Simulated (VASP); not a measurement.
Data:

```
CELL_PARAMETERS angstrom
     -2.90517     2.90517     2.90517
      2.90517    -2.90517     2.90517
      2.90517     2.90517    -2.90517
ATOMIC_POSITIONS crystal
  Rb 0.00000 0.00000 0.00000
```

All values below come from r2SCAN meta-GGA, VASP's PBE PAW potentials (set 64) (plane waves; VASP 6.6.1). Run with 520 eV cut-off, 9×9×9 Γ-centred mesh, first-order Methfessel-Paxton smearing of 0.10 eV, potentials Rb_sv.

Task: The job: Rb (bcc), 1 atom, r2SCAN, static run, 520 eV, 9×9×9 Γ-centred mesh. Roughly how much core time does it take on a busy server core?

Result: About 3 core-minutes (one run on a shared machine, a rough figure). It had 35 irreducible k-points, 8 bands, up to 2659 plane waves and 34 electronic steps.

The compound is Rb in the bcc structure. This cell is one point of a volume scan, at 1.03 of the reference volume.
